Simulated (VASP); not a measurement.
## PtF2: single point with PBE

Crystal: PtF2.

```
Pt F
1.0
     1.56477    0.90342    4.73090
    -1.56477    0.90342    4.73090
     0.00000   -1.80685    4.73090
Pt F
1 2
Direct
  0.00000 0.00000 0.00000
  0.25200 0.25200 0.25200
  0.74800 0.74800 0.74800
```

The cell was built by a generator and needn't be a form met in nature.

| Quantity | Value |
| --- | --- |
| Program | VASP 6.6.1 |
| Task | single point |
| Functional | PBE |
| Potentials or basis | VASP PAW PBE potentials, release 64 (Pt, F) |
| Cutoff | 520 eV |
| k mesh | 7 × 7 × 7 |
| Occupations | gaussian, width 0.05 eV |
| Spin | collinear spin, zero start |
| Starting moments | [0.0, 0.0, 0.0] μB |
| Further INCAR settings | ALGO = Fast; EDIFF = 1e-06 |

The pressure is 24.3 GPa and the largest force is 1.102 eV/Å. The band gap on the k mesh is none (metal or under the smearing width). The net moment is 0.00 μB per cell. The valence electrons inside the program's atomic spheres are Pt 8.95; F 6.03.

Forces in eV/Å, atoms in the order of the input:
```
Pt   0.000  0.000  0.000
F    0.000  0.000 -1.102
F    0.000  0.000  1.102
```

Stress tensor (GPa, compression positive):
```
30.71  0.00  0.00
 0.00 30.71  0.00
 0.00  0.00 11.36
```

Levels at points of the mesh, in eV from the Fermi level:
Spin up:
| k point | band 9 | band 10 | band 11 | band 12 | band 13 | band 14 | band 15 | band 16 |
| --- | --- | --- | --- | --- | --- | --- | --- | --- |
| (0.00, 0.00, 0.00) | -2.65 | -2.65 | -1.87 | -0.04 | 0.05 | 0.05 | 6.51 | 10.27 |
Spin down:
```
           k point  band 9  band 10  band 11  band 12  band 13  band 14  band 15  band 16
(0.00, 0.00, 0.00)   -2.65    -2.65    -1.87    -0.04     0.05     0.05     6.51    10.27
```

It took 2.8 min on 1 thread of AMD EPYC 7R43 64-Core Processor (Zen 3) (shared host), peak memory 0.27 GiB.

Caveat: so large a pressure means that the cell lies far from this level's equilibrium, or that cutoff or potentials fall short; forces of over 1 eV/Å show positions far from the minimum, so gaps and moduli don't describe the material at rest. The run has no spin-orbit coupling, so splittings on Pt are missing.
